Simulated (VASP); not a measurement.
Here is the system:

```
CuCl
1.0
    0.00000     2.67150     2.67150
    2.67150     0.00000     2.67150
    2.67150     2.67150     0.00000
Cu Cl
1 1
Direct
  0.00000   0.00000   0.00000
  0.25000   0.25000   0.25000
```

Calculation: PBE GGA with D4 dispersion, VASP's PBE PAW potentials (set 64) (plane waves; VASP 6.6.1). Settings: 520 eV cut-off, 10×10×10 Γ-centred mesh, tetrahedra with Blöchl corrections, potentials Cu Cl.

### Question
Predict the energy per atom (σ→0), band gap (on the k-mesh) with the smallest direct gap where there is one.

### Answer

```yaml
band gap (on the k-mesh): 0.62 eV
smallest direct gap (on the k-mesh): 0.62 eV
energy per atom (σ→0): -3.463 eV/atom
```

The absolute energy has meaning only against runs of the same code, potentials and settings.

The compound is CuCl in the zinc blende structure. It was relaxed first.
